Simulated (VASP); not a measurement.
```xyz
6
Lattice="4.3037 0.0000 0.0000 0.0000 4.3037 0.0000 0.0000 0.0000 4.3037" Properties=species:S:1:pos:R:3 pbc="T T T"
Cu     3.2277     1.0759     3.2277
Cu     1.0759     3.2277     3.2277
Cu     3.2277     3.2277     1.0759
Cu     1.0759     1.0759     1.0759
O      4.3037     4.3037     4.3037
O      2.1518     2.1518     2.1518
```

All values below come from PBE GGA with D4 dispersion, VASP's PBE PAW potentials (set 64) (plane waves; VASP 6.6.1). Run with 520 eV cut-off, 5×5×5 Γ-centred mesh, Gaussian smearing of 0.050 eV, potentials Cu O.

Task: Give the stress tensor in GPa (positive for a compressed cell).

Result: 
```
-3.26   0.00   0.00
 0.00  -3.26   0.00
 0.00   0.00  -3.26
```
The pressure is its mean diagonal, -3.26 GPa.

The compound is Cu2O in the cuprite structure. This cell is one point of a volume scan, at 1.03 of the reference volume.
